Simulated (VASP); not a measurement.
Li2Nb, 3 atoms in the cell. The typed cell holds 3 atoms: a = 4.141 Å, b = 4.197 Å, c = 2.704 Å, α = 89.32°, β = 91.45°, γ = 120.56°. The cell was built by a generator and needn't be a form met in nature. The cell isn't the ideal one: cell strained at random at fixed volume.

```yaml
Program: VASP 6.6.1
Task: electric field gradients
Functional: RPBE
Potentials_or_basis: VASP PAW PBE potentials, release 54 (Li_sv, Nb_sv)
Cutoff: 520 eV
k_mesh: 7 × 7 × 10
Occupations: methfessel-paxton, width 0.2 eV
Spin: no spin polarisation
Further_INCAR_settings: ALGO = Normal; EDIFF = 1e-08
```

Potentials or basis: VASP PAW PBE potentials, release 54 (Li_sv, Nb_sv).

Launch:

```console
$ cat potpaw_PBE.54/Li_sv/POTCAR potpaw_PBE.54/Nb_sv/POTCAR > POTCAR
$ mpirun -np 1 vasp_std > vasp.out
```

Hardware: 1 thread of Intel(R) Xeon(R) 6975P-C (Granite Rapids), on a shared host.

Q: How long does it take, and how much memory?

A: Wall time 56 s on 1 thread of Intel(R) Xeon(R) 6975P-C (Granite Rapids), on a shared host, peak memory 0.25 GiB. Counts: scf iterations 18, k points 246.
